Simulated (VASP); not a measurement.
```xyz
2
Lattice="0.0000 2.6785 2.6785 2.6785 0.0000 2.6785 2.6785 2.6785 0.0000" Properties=species:S:1:pos:R:3 pbc="T T T"
Si     0.0000     0.0000     0.0000
Si     1.3393     1.3393     1.3393
```

Level of theory: PW91 GGA, VASP's PBE PAW potentials (set 64) (plane waves; VASP). Run with 520 eV cut-off, 8×8×8 Γ-centred mesh, Gaussian smearing of 0.050 eV, potentials Si.

Question: Give the stress tensor in GPa (positive for a compressed cell).

Answer: 
```
6.30  0.00  0.00
0.00  6.30  0.00
0.00  0.00  6.30
```
The pressure is its mean diagonal, 6.30 GPa.

The compound is Si in the diamond structure. This cell is one point of a volume scan, at 0.94 of the reference volume.
